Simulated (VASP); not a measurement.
# Al12H2C in VASP: further runs

One slab, Al12H2C, is run at these levels: PBEsol; tasks: single point, relaxation of the atoms.

Program: VASP 6.6.1. These are calculated values, not measurements. Logs are shortened: lines on timing, memory, paths and dates and some standing lists are left out, and cuts for length are marked.

## 1. Starting point

The cell holds a slab with vacuum, 15 atoms: a = 5.728 Å, b = 5.728 Å, c = 15.677 Å, α = 90.00°, β = 90.00°, γ = 60.00°.

The cell was built by a generator and needn't be a form met in nature.

## 2. Single point, PBEsol

INCAR reads:

```
PREC = Accurate
ENCUT = 520
EDIFF = 1E-6
ISMEAR = 0
SIGMA = 0.1
LREAL = Auto
LASPH = True
NELM = 100
ALGO = Normal
ISIF = 2
LWAVE = False
LCHARG = False
GGA = PS
NBANDS = 34
```

KPOINTS reads:

```
Automatic mesh
0
Gamma
  3 3 1
```

POSCAR reads:

```
Al12H2C
1.0
    5.7275650000      0.0000000000      0.0000000000
    2.8637820000      4.9602170000      0.0000000000
    0.0000000000      0.0000000000     15.6765370000
Al C H
12 1 2
Direct
    0.1666667000      0.1666667000      0.0637896000
    0.6666667000      0.1666667000      0.0637896000
    0.1666667000      0.6666667000      0.0637896000
    0.6666667000      0.6666667000      0.0637896000
   -0.1730878165      0.3359690074      0.2121132620
    0.3265011544      0.3370050667      0.2088251010
   -0.1730548089      0.8379348167      0.2121875169
    0.3268179090      0.8367916611      0.2112444291
   -0.0036985042      0.0023217410      0.3528181280
    0.4920350828      0.0019894526      0.3589354391
    0.0441511721      0.4781182445      0.3644324516
    0.4928681168      0.5062677383      0.3587663834
    0.7087635065      0.6475880996      0.4358408442
    0.6977882386      0.8047187504      0.4802484243
    0.6915242918      0.5054394435      0.4804499113
```

Potentials or basis: VASP PAW PBE potentials, release 64 (Al, C, H).

Run with:

```console
cat potpaw_PBE.64/Al/POTCAR potpaw_PBE.64/C/POTCAR potpaw_PBE.64/H/POTCAR > POTCAR
mpirun -np 1 vasp_std > vasp.out
```

OUTCAR:

```text
PREC = Accurate
   ENCUT = 520
   EDIFF = 1E-6
   ISMEAR = 0
   LREAL = Auto
   LASPH = True
   NELM = 100
   ISIF = 2
   GGA = PS

 ion  position               nearest neighbor table
   1  0.167  0.167  0.064-   6 2.80   8 2.83   3 2.86   3 2.86   2 2.86   2 2.86   4 2.86   4 2.86
                             5 2.87
   2  0.667  0.167  0.064-   6 2.83   7 2.84   5 2.84   4 2.86   4 2.86   1 2.86   1 2.86   3 2.86
                             3 2.86
   3  0.167  0.667  0.064-   6 2.80   8 2.83   1 2.86   1 2.86   4 2.86   4 2.86   2 2.86   2 2.86
                             7 2.87
   4  0.667  0.667  0.064-   5 2.85   7 2.85   8 2.86   2 2.86   2 2.86   3 2.86   3 2.86   1 2.86
                             1 2.86
   5  0.827  0.336  0.212-   9 2.76  12 2.83   2 2.84   4 2.85   7 2.85   8 2.86   6 2.86   6 2.86
                             8 2.87   1 2.87   7 2.88  11 2.99
   6  0.327  0.337  0.209-   3 2.80   1 2.80  11 2.81   2 2.83   7 2.86   5 2.86   8 2.86   8 2.86
                             5 2.86   7 2.87  12 2.88  10 2.88
   7  0.827  0.838  0.212-   9 2.76  10 2.84   2 2.84   4 2.85   5 2.85   8 2.86   6 2.86   6 2.87
                             8 2.87   3 2.87   5 2.88  11 2.99
   8  0.327  0.837  0.211-   9 2.76   1 2.83   3 2.83  12 2.83  10 2.84   7 2.86   4 2.86   5 2.86
                             6 2.86   6 2.86   5 2.87   7 2.87
   9  0.996  0.002  0.353-   7 2.76   5 2.76   8 2.76  10 2.84  12 2.84  11 2.88  11 2.88  12 2.89
                            10 2.89
  10  0.492  0.002  0.359-  13 2.14  11 2.65   8 2.84  12 2.84   7 2.84   9 2.84   6 2.88  12 2.89
                             9 2.89  11 3.09
  11  0.044  0.478  0.364-  13 2.01  10 2.65  12 2.66   6 2.81   9 2.88   9 2.88   5 2.99   7 2.99
                            12 3.08  10 3.09
  12  0.493  0.506  0.359-  13 2.16  11 2.66   5 2.83   8 2.83  10 2.84   9 2.84   6 2.88   9 2.89
                            10 2.89  11 3.08
  13  0.709  0.648  0.436-  14 1.11  15 1.11  11 2.01  10 2.14  12 2.16
  14  0.698  0.805  0.480-  13 1.11
  15  0.692  0.505  0.480-  13 1.11

  LATTYP: Found a hexagonal cell.
 ALAT       =     5.7275649303
 C/A-ratio  =     2.7370334847

  Lattice vectors:

 A1 = (  -2.8637820000,  -4.9602170000,   0.0000000000)
 A2 = (   5.7275650000,   0.0000000000,   0.0000000000)
 A3 = (   0.0000000000,   0.0000000000,  15.6765370000)

Analysis of symmetry for initial positions (statically):
=====================================================================
 Subroutine PRICEL returns:
 Original cell was already a primitive cell.

 Routine SETGRP: Setting up the symmetry group for a
 hexagonal supercell.

 Subroutine GETGRP returns: Found  1 space group operations
 (whereof  1 operations were pure point group operations)
 out of a pool of 24 trial point group operations.

The static configuration has the point symmetry C_1 .

Analysis of symmetry for dynamics (positions and initial velocities):
=====================================================================
 Subroutine PRICEL returns:
 Original cell was already a primitive cell.

 Routine SETGRP: Setting up the symmetry group for a
 hexagonal supercell.

 Subroutine GETGRP returns: Found  1 space group operations
 (whereof  1 operations were pure point group operations)
 out of a pool of 24 trial point group operations.

The dynamic configuration has the point symmetry C_1 .

 Subroutine INISYM returns: Found  1 space group operations
 (whereof  1 operations are pure point group operations),
 and found     1 'primitive' translations

----------------------------------------------------------------------------------------

                                     Primitive cell

  volume of cell :     445.3699

  direct lattice vectors                    reciprocal lattice vectors
     5.727565000  0.000000000  0.000000000     0.174594265 -0.100802024  0.000000000
     2.863782000  4.960217000  0.000000000     0.000000000  0.201604083  0.000000000
     0.000000000  0.000000000 15.676537000     0.000000000  0.000000000  0.063789598

  length of vectors
     5.727565000  5.727564930 15.676537000     0.201604081  0.201604083  0.063789598

  position of ions in fractional coordinates (direct lattice)
     0.166666700  0.166666700  0.063789600
     0.666666700  0.166666700  0.063789600
     0.166666700  0.666666700  0.063789600
     0.666666700  0.666666700  0.063789600
     0.826912183  0.335969007  0.212113262
     0.326501154  0.337005067  0.208825101
     0.826945191  0.837934817  0.212187517
     0.326817909  0.836791661  0.211244429
     0.996301496  0.002321741  0.352818128
     0.492035083  0.001989453  0.358935439
     0.044151172  0.478118245  0.364432452
     0.492868117  0.506267738  0.358766383
     0.708763506  0.647588100  0.435840844
     0.697788239  0.804718750  0.480248424
     0.691524292  0.505439444  0.480449911

  ion indices of the primitive-cell ions
   primitive index   ion index
                 1           1
                 2           2
                 3           3
                 4           4
                 5           5
                 6           6
                 7           7
                 8           8
                 9           9
                10          10
                11          11
                12          12
                13          13
                14          14
                15          15

----------------------------------------------------------------------------------------

 KPOINTS: Automatic mesh

Automatic generation of k-mesh.
 Grid dimensions read from file:
 generate k-points for:    3    3    1

 Generating k-lattice:

  Cartesian coordinates                     Fractional coordinates (reciprocal lattice)
     0.058198088 -0.033600675  0.000000000     0.333333333  0.000000000  0.000000000
     0.000000000  0.067201361  0.000000000     0.000000000  0.333333333  0.000000000
     0.000000000  0.000000000  0.063789598     0.000000000  0.000000000  1.000000000

  Length of vectors
     0.067201360  0.067201361  0.063789598

  Shift w.r.t. Gamma in fractional coordinates (k-lattice)
     0.000000000  0.000000000  0.000000000

 Subroutine IBZKPT returns following result:
 ===========================================

 Found      5 irreducible k-points:

 Following reciprocal coordinates:
            Coordinates               Weight
  0.000000  0.000000  0.000000      1.000000
  0.333333  0.000000  0.000000      2.000000
  0.333333  0.333333  0.000000      2.000000
  0.000000  0.333333  0.000000      2.000000
 -0.333333  0.333333  0.000000      2.000000
   k-points           NKPTS =      5   k-points in BZ     NKDIM =      5   number of bands    NBANDS=     34
   number of dos      NEDOS =    301   number of ions     NIONS =     15
   total plane-waves  NPLWV = 276480
   dimension x,y,z NGX =    48 NGY =   48 NGZ =  120
   dimension x,y,z NGXF=    96 NGYF=   96 NGZF=  240
   ions per type =              12   1   2
   NGX,Y,Z   is equivalent  to a cutoff of  13.93, 13.93, 12.73 a.u.
   NGXF,Y,Z  is equivalent  to a cutoff of  27.86, 27.86, 25.45 a.u.
 SYSTEM =  unknown system
   PREC   = accura    normal or accurate (medium, high low for compatibility)
   ISTART =      0    job   : 0-new  1-cont  2-samecut
   ICHARG =      2    charge: 1-file 2-atom 10-const
   ISPIN  =      1    spin polarized calculation?
   LNONCOLLINEAR =      F non collinear calculations
   LSORBIT =      F    spin-orbit coupling
   LASPH  =      T    aspherical Exc in radial PAW
   ENCUT  =  520.0 eV  38.22 Ry    6.18 a.u.  10.65 10.65 29.15*2*pi/ulx,y,z
   NELM   =    100;   NELMIN=  2; NELMDL= -5     # of ELM steps
   EDIFF  = 0.1E-05   stopping-criterion for ELM
   LREAL  =      T    real-space projection
   EDIFFG = 0.1E-04   stopping-criterion for IOM
   NSW    =      0    number of steps for IOM
   IBRION =     -1    ionic relax: 0-MD 1-quasi-New 2-CG
   NFREE  =      0    steps in history (QN), initial steepest desc. (CG)
   ISIF   =      2    stress and relaxation
   ISYM   =      2    0-nonsym 1-usesym 2-fastsym
   POTIM  = 0.5000    time-step for ionic-motion
   TEBEG  =    0.0;   TEEND  =   0.0 temperature during run
   PSTRESS=    0.0 pullay stress
   NELECT =      42.0000    total number of electrons
   NUPDOWN=      -1.0000    fix difference up-down
   EMIN   =  10.00;   EMAX   =-10.00  energy-range for DOS
   EFERMI =   0.00;   METHOD = LEGACY
   ISMEAR =     0;   SIGMA  =   0.10  broadening in eV -4-tet -1-fermi 0-gaus
   EFERMI_NEDOS =   21; number of points for ismear=-14 and -15
   IALGO  =     38    algorithm
   IMIX   =      4    mixing-type and parameters
     AMIX     =   0.40;   BMIX     =  1.00
     AMIX_MAG =   1.60;   BMIX_MAG =  1.00
  volume/ion in A,a.u.               =      29.69       200.37
  Fermi-wavevector in a.u.,A,eV,Ry     =   0.745162  1.408153  7.554868  0.555267
  Thomas-Fermi vector in A             =   1.840685
   LORBIT       =      0    0 simple, 1 ext, 2 COOP (PROOUT), +10 PAW based schemes
   GGA     = PS    functional components
   LHFCALC =     F    Hartree Fock is set to
   AEXX    =    0.0000 exact exchange contribution
   IVDW    =     0    specifies the selected vdW correction
   LEPSILON=     F    determine dielectric tensor
   LRPA    =     F    only Hartree local field effects (RPA)
 non-spin polarized calculation
 Gauss-broadening in eV      SIGMA  =   0.10
  energy-cutoff  :      520.00
  volume of cell :      445.37
 maximum number of plane-waves:     12018
 NGX is ok and might be reduce to    42
   NGX = 21   NGY = 21   NGZ = 59

 number of electron      42.0000000 magnetization

 Free energy of the ion-electron system (eV)
  ---------------------------------------------------
  ext. energy  EPLUGINS =         0.00000000
  ---------------------------------------------------
  free energy    TOTEN  =       -62.19918401 eV

  energy without entropy =      -62.17212101  energy(sigma->0) =      -62.18565251

 E-fermi :   1.6479     XC(G=0):  -5.9301

 val. band max:        1.6427288740   @ k =   0.0000   0.3333   0.0000
 cond. band min:       1.6481159354   @ k =   0.3333   0.3333   0.0000
 fundamental gap:      0.0053870613
 Fermi energy:         1.6478635323

 k-point     1 :       0.0000    0.0000    0.0000
  band No.  band energies     occupation
      1     -11.7258      2.00000
      2      -8.7373      2.00000
      3      -6.9494      2.00000
      4      -5.6434      2.00000
      5      -4.4605      2.00000
      6      -3.6230      2.00000
[... 25 lines left out ...]
     32       5.1406      0.00000
     33       5.2628      0.00000

 k-point     2 :       0.3333    0.0000    0.0000
  band No.  band energies     occupation
      1     -11.6810      2.00000
      2      -8.1124      2.00000
      3      -6.4350      2.00000
      4      -6.1775      2.00000
      5      -5.7468      2.00000
      6      -4.7677      2.00000
[... 25 lines left out ...]
     32       5.1123      0.00000
     33       5.2253      0.00000

 k-point     3 :       0.3333    0.3333    0.0000
  band No.  band energies     occupation
      1     -11.6768      2.00000
      2      -8.1181      2.00000
      3      -6.5485      2.00000
      4      -6.2484      2.00000
      5      -5.5937      2.00000
      6      -4.5896      2.00000
[... 25 lines left out ...]
     32       5.0266      0.00000
     33       5.3398      0.00000

 k-point     4 :       0.0000    0.3333    0.0000
  band No.  band energies     occupation
      1     -11.6769      2.00000
      2      -8.1178      2.00000
      3      -6.5445      2.00000
      4      -6.2462      2.00000
      5      -5.5990      2.00000
      6      -4.6006      2.00000
[... 25 lines left out ...]
     32       5.0338      0.00000
     33       5.3307      0.00000

 k-point     5 :      -0.3333    0.3333    0.0000
  band No.  band energies     occupation
      1     -11.6545      2.00000
      2      -6.9706      2.00000
      3      -6.9200      2.00000
      4      -6.7350      2.00000
      5      -5.9501      2.00000
      6      -5.3388      2.00000
[... 25 lines left out ...]
     32       5.0289      0.00000
     33       5.2712      0.00000
 [bands above 33 left out]

------------------------ aborting loop because EDIFF is reached ----------------------------------------

  FORCE on cell =-STRESS in cart. coord.  units (eV):
  Direction    XX          YY          ZZ          XY          YZ          ZX
  --------------------------------------------------------------------------------------
  -------------------------------------------------------------------------------------
  Total       -5.0470881     -4.0624503      0.0696491      0.8532280     -0.0060796     -0.0207507
  in kB      -18.1564373    -14.6142931      0.2505564      3.0694097     -0.0218709     -0.0746489
  external PRESSURE =     -10.8400580 kB  Pullay stress =       0.0000000 kB

 VOLUME and BASIS-vectors are now :
 -----------------------------------------------------------------------------
  energy-cutoff  :      520.00
  volume of cell :      445.37
      direct lattice vectors                 reciprocal lattice vectors
     5.727565000  0.000000000  0.000000000     0.174594265 -0.100802024  0.000000000
     2.863782000  4.960217000  0.000000000     0.000000000  0.201604083  0.000000000
     0.000000000  0.000000000 15.676537000     0.000000000  0.000000000  0.063789598

 POSITION                                       TOTAL-FORCE (eV/Angst)
 -----------------------------------------------------------------------------------
      1.43189      0.82670      1.00000         0.009449      0.072239     -0.091603
      4.29567      0.82670      1.00000         0.003367     -0.007089      0.037858
      2.86378      3.30681      1.00000        -0.062573     -0.036896     -0.086661
      5.72756      3.30681      1.00000         0.055395     -0.026096      0.116095
      5.69834      1.66648      3.32520         0.000127      0.003071      0.001874
      2.83517      1.67162      3.27365        -0.003590      0.002942      0.000684
      7.13604      4.15634      3.32637        -0.002222     -0.000816      0.001312
      4.26826      4.15067      3.31158         0.001947     -0.000849     -0.000868
      5.71303      0.01152      5.53097         0.000914      0.000484      0.006036
      2.82386      0.00987      5.62686         0.000327     -0.003448      0.005126
      1.62211      2.37157      5.71304         0.001780     -0.000451     -0.002060
      4.27277      2.51120      5.62421         0.003548      0.004123      0.006814
      5.91404      3.21218      6.83248        -0.006518     -0.007584     -0.038489
      6.30117      3.99158      7.52863         0.012492      0.024690      0.022010
      5.40822      2.50709      7.53179        -0.014443     -0.024321      0.021871
 -----------------------------------------------------------------------------------
    total drift:                               -0.018066      0.002942     -0.025802

  FREE ENERGIE OF THE ION-ELECTRON SYSTEM (eV)
  ---------------------------------------------------
  free  energy   TOTEN  =       -62.1991840066 eV

  energy  without entropy=      -62.1721210102  energy(sigma->0) =      -62.18565251
```

Wall time 2.1 min (1 thread of Intel Xeon Platinum 8488C (Sapphire Rapids), shared host); peak memory 0.56 GiB.

Results:

| Item | Value |
| --- | --- |
| Free energy | -62.1992 eV |
| Largest force | 0.131 eV/Å |
| Band gap on the k mesh | none (metal or under the smearing width) |

Forces on the atoms (eV/Å):
```
Al   0.009  0.072 -0.092
Al   0.003 -0.007  0.038
Al  -0.063 -0.037 -0.087
Al   0.055 -0.026  0.116
Al   0.000  0.003  0.002
Al  -0.004  0.003  0.001
Al  -0.002 -0.001  0.001
Al   0.002 -0.001 -0.001
Al   0.001  0.000  0.006
Al   0.000 -0.003  0.005
Al   0.002  0.000 -0.002
Al   0.004  0.004  0.007
C   -0.007 -0.008 -0.038
H    0.012  0.025  0.022
H   -0.014 -0.024  0.022
```

Levels at points of the mesh, in eV from the Fermi level:
| k point | band 19 | band 20 | band 21 | band 22 | band 23 | band 24 |
| --- | --- | --- | --- | --- | --- | --- |
| (0.00, 0.00, 0.00) | -1.98 | -1.30 | -0.38 | -0.27 | -0.24 | 0.58 |

Caveat: the k mesh is coarse (spacing up to 0.42 Å⁻¹), so the values aren't converged; the PAW data sets were made with another functional, which shifts forces and pressure a little.

## 3. Single point, PBEsol

INCAR reads:

```
SYSTEM = Al12H2C
ALGO     = Normal         ! electronic algorithm
EDIFF    = 1E-6           ! SCF threshold, eV
ENCUT    = 520            ! plane-wave cutoff, eV
GGA      = PS             ! functional
ISIF     = 2              ! what is computed and relaxed
ISMEAR   = 0              ! smearing method
LASPH    = .TRUE.         ! aspherical terms in the spheres
LCHARG   = .FALSE.        ! write CHGCAR
LREAL    = Auto         
LWAVE    = .FALSE.        ! write WAVECAR
NBANDS   = 34             ! bands
NELM     = 80             ! most SCF steps
PREC     = Accurate       ! precision mode
SIGMA    = 0.1            ! smearing width, eV
```

KPOINTS reads:

```
k-points
0
G
  3 3 1
  0 0 0
```

POSCAR reads:

```
Al12H2C
1.0
    5.7275650000      0.0000000000      0.0000000000
    2.8637820000      4.9602170000      0.0000000000
    0.0000000000      0.0000000000     15.6765370000
Al C H
12 1 2
Direct
    0.1666666800      0.1666666600      0.0637896000
    0.6666666800      0.1666666600      0.0637896000
    0.1666667400      0.6666666300      0.0637896000
    0.6666667300      0.6666666300      0.0637896000
   -0.1678747856      0.3348699902      0.2086249511
    0.3332597370      0.3334513138      0.2162636271
   -0.1672275411      0.8328241209      0.2083102716
    0.3347268693      0.8321614795      0.2085473907
    0.0002032120      0.0005006905      0.3477223103
    0.4917280193      0.0172700947      0.3622125956
    0.0166777008      0.4922837903      0.3621051566
    0.4922173045      0.4925165299      0.3621234940
    0.6669566593      0.6673631803      0.4203893450
    1.3339544852      0.3345232437      0.4312743466
    0.6668449456      0.6671197606      0.4907748812
```

Potentials or basis: VASP PAW PBE potentials, release 64 (Al, C, H).

Run with:

```console
cat potpaw_PBE.64/Al/POTCAR potpaw_PBE.64/C/POTCAR potpaw_PBE.64/H/POTCAR > POTCAR
mpirun -np 1 vasp_std > vasp.out
```

Run time: 1.8 min. Hardware: 1 thread of Intel Xeon Platinum 8488C (Sapphire Rapids), shared host; peak memory 0.56 GiB.

Results (log left out):

```
Free energy            : -61.8033 eV
Largest force          : 0.189 eV/Å
Band gap on the k mesh : none (metal or under the smearing width)
```

Forces in eV/Å, atoms in the order of the input:
```
Al  -0.095 -0.054  0.065
Al   0.095 -0.053  0.057
Al   0.001  0.109  0.056
Al   0.002  0.001 -0.189
Al   0.014  0.019 -0.023
Al  -0.008 -0.008 -0.012
Al  -0.028 -0.013  0.007
Al   0.027  0.004 -0.015
Al  -0.002 -0.002  0.017
Al   0.002  0.005 -0.002
Al   0.007  0.000  0.002
Al  -0.018 -0.010 -0.002
C    0.005  0.005  0.004
H   -0.004 -0.003 -0.007
H    0.002  0.000  0.044
```

Levels at points of the mesh, in eV from the Fermi level:
```csv
k point,band 17,band 18,band 19,band 20,band 21,band 22,band 23,band 24,band 25,band 26
"(0.00, 0.00, 0.00)",-2.93,-1.84,-1.83,-1.56,-1.13,-0.41,-0.41,0.45,1.42,1.42
```

Caveat: the k mesh is coarse (spacing up to 0.42 Å⁻¹), so the values aren't converged; the PAW data sets were made with another functional, which shifts forces and pressure a little.

(Continued in part 2 of 2.)
